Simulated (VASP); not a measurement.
**PtAl2 (fluorite): computed properties**

Calculation: PBEsol GGA, VASP's PBE PAW potentials (set 64) (plane waves; VASP).

```
Quantity                                                                                                   Value
----------------------------------  ----------------------------------------------------------------------------
space group                                                                                          Fm-3m (225)
cell                                a = 5.8956 Å, b = 5.8956 Å, c = 5.8956 Å, α = 90.00°, β = 90.00°, γ = 90.00°
volume per atom                                                                                    17.08 Å³/atom
band gap (over mesh and band path)                                      none (metal, semimetal or under 0.01 eV)
density                                                                                               8.07 g/cm³
```

Space group Fm-3m (No. 225); a = b = c = 5.896 Å, α = β = γ = 90.00°

```json
[
 {"atom": "Al", "site": "8c", "symmetry": "-43m", "x": "0.2500", "y": "0.2500", "z": "0.2500"},
 {"atom": "Pt", "site": "4a", "symmetry": "m-3m", "x": "0.0000", "y": "0.0000", "z": "0.0000"}
]
```
(The calculation used a cell of 3 atoms; values per cell refer to that cell.)

Unless said otherwise, spin-orbit coupling is left out, though it shifts the bands of the heavy elements here.

The compound is PtAl2 in the fluorite structure. It was relaxed first. Symmetry was kept, so distortions that lower it aren't found.
